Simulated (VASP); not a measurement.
Consider the following.

```yaml
crystal:
  lattice:
    - [0.00000, 2.90945, 2.90945]
    - [2.90945, 0.00000, 2.90945]
    - [2.90945, 2.90945, 0.00000]
  atoms:
    - { symbol: Ca, position: [0.01289, 0.98711, 0.01289] }
    - { symbol: B, position: [0.25000, 0.25000, 0.25000] }
    - { symbol: B, position: [0.75000, 0.75000, 0.75000] }
```

Level of theory: PBEsol GGA, VASP's PBE PAW potentials (set 64) (plane waves; VASP 6.6.1). Run with 600 eV cut-off, 8×8×8 Γ-centred mesh, first-order Methfessel-Paxton smearing of 0.10 eV, potentials Ca_sv B.

Question: Give the force on each atom (eV/Å).

Answer: 
| atom | Fx | Fy | Fz |
|---|---|---|---|
| Ca1 | 0.000 | -0.764 | 0.000 |
| B2 | 0.000 | 0.382 | 0.000 |
| B3 | 0.000 | 0.382 | 0.000 |

Question: Give the stress tensor in GPa (positive for a compressed cell).

Answer: 
```
0.36  0.00  0.00
0.00  0.06  0.00
0.00  0.00  0.36
```
The pressure is its mean diagonal, 0.26 GPa.

The structure was generated: CaB2 was put into the fluorite type (Fm-3m), which need not be its known phase. This cell was strained or had an atom moved on purpose.
